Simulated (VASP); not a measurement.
OSZICAR of a VASP run on TiB2 (AlB2 type):

### OSZICAR
```
       N       E                     dE             d eps       ncg     rms          rms(c)
DAV:   1     0.126296382893E+03    0.12630E+03   -0.93347E+03  5460   0.159E+03
DAV:   2    -0.209461611528E+02   -0.14724E+03   -0.14431E+03  5595   0.395E+02
DAV:   3    -0.305000536077E+02   -0.95539E+01   -0.94665E+01  8001   0.946E+01
DAV:   4    -0.308294898381E+02   -0.32944E+00   -0.32914E+00  6984   0.163E+01
DAV:   5    -0.308389047904E+02   -0.94150E-02   -0.94255E-02  8117   0.241E+00    0.176E+01
DAV:   6    -0.257504785445E+02    0.50884E+01   -0.25199E+01  7186   0.603E+01    0.399E+00
DAV:   7    -0.257907082966E+02   -0.40230E-01   -0.15477E+00  6047   0.146E+01    0.351E+00
DAV:   8    -0.258003547146E+02   -0.96464E-02   -0.16534E-01  8126   0.371E+00    0.743E-01
DAV:   9    -0.257922604530E+02    0.80943E-02   -0.65815E-02  7353   0.336E+00    0.242E-01
DAV:  10    -0.257916890312E+02    0.57142E-03   -0.48573E-03  6805   0.989E-01    0.880E-02
DAV:  11    -0.257916745798E+02    0.14451E-04   -0.19756E-04  7867   0.183E-01    0.562E-02
DAV:  12    -0.257916687417E+02    0.58381E-05   -0.15198E-04  7079   0.168E-01    0.105E-02
DAV:  13    -0.257916634729E+02    0.52688E-05   -0.10369E-05  6581   0.427E-02    0.178E-03
DAV:  14    -0.257916638420E+02   -0.36912E-06   -0.23337E-07  5760   0.536E-03    0.617E-04
DAV:  15    -0.257916639756E+02   -0.13366E-06   -0.29346E-08  3085   0.191E-03    0.262E-04
DAV:  16    -0.257916639984E+02   -0.22768E-07   -0.95849E-09  2890   0.892E-04
   1 F= -.25791664E+02 E0= -.25791664E+02  d E =0.000000E+00
```

Which electronic solver shows in the log?

It is blocked Davidson (ALGO = Normal, or the opening steps of other solvers). The INCAR had ALGO = Normal.

Can the final energy be trusted as converged?

The run converged. It stopped with EDIFF = 1E-7, NELM = 100 (PBEsol GGA, plane waves, VASP's PBE PAW potentials (set 64)).

The compound is TiB2 in the AlB2 type structure. It was relaxed first.
